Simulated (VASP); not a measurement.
## TiCrN₂ (space group R-3m): computed properties

These are PBEsol GGA, VASP's PBE PAW potentials (set 64) (plane waves; VASP) values and carry that method's errors.

```json
{
  "space_group": "R-3m (166)",
  "cell": "a = b = 2.9798 Å, c = 13.8297 Å, α = β = 90.00°, γ = 120.00°",
  "volume_per_atom": "8.86 Å³/atom",
  "band gap (over mesh and band path)": "none (metal, semimetal or under 0.01 eV)",
  "cell_moment": "2.03 μB",
  "density": "5.99 g/cm³"
}
```

Space group R-3m, hexagonal axes (No. 166); a = 2.9798 Å, b = 2.9798 Å, c = 13.8297 Å, α = 90.00°, β = 90.00°, γ = 120.00°

| atom | site | symmetry | x | y | z |
|---|---|---|---|---|---|
| Ti | 3b | -3m | 0.0000 | 0.0000 | 0.5000 |
| Cr | 3a | -3m | 0.0000 | 0.0000 | 0.0000 |
| N | 6c | 3m | 0.0000 | 0.0000 | 0.2527 |
(The calculation used a cell of 4 atoms; values per cell refer to that cell.)

The run has a spin-polarised start.

The structure comes from a computed database's TiCrN2 entry (R-3m); how it stands against other phases isn't given here. It was relaxed first. Symmetry was kept, so distortions that lower it aren't found.
